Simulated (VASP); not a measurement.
Input:

```xyz
4
Lattice="1.9227 -3.3302 0.0000 1.9227 3.3302 0.0000 0.0000 0.0000 12.4032" Properties=species:S:1:pos:R:3 pbc="T T T"
La     0.0000     0.0000     6.2016
La     0.0000     0.0000     0.0000
La     1.9227     1.1101     3.1008
La     1.9227    -1.1101     9.3024
```

The numbers are results of PBE GGA, VASP's PBE PAW potentials (set 64) (plane waves; VASP 6.6.1), not measurements. Run with 400 eV cut-off, 7×7×2 Γ-centred mesh, first-order Methfessel-Paxton smearing of 0.10 eV, potentials La.

Question: What does the run give for the energy per atom (σ→0), pressure, band gap (on the k-mesh) with the smallest direct gap where there is one?

Answer: 
| Quantity | Value |
|---|---|
| band gap (on the k-mesh) | none (metal, semimetal or under 0.01 eV) |
| energy per atom (σ→0) | -4.881 eV/atom |
| pressure | -1.68 GPa |

Only differences to runs with the same potentials and settings are physical.

The compound is La in the dhcp structure. The cell was not relaxed at this level.
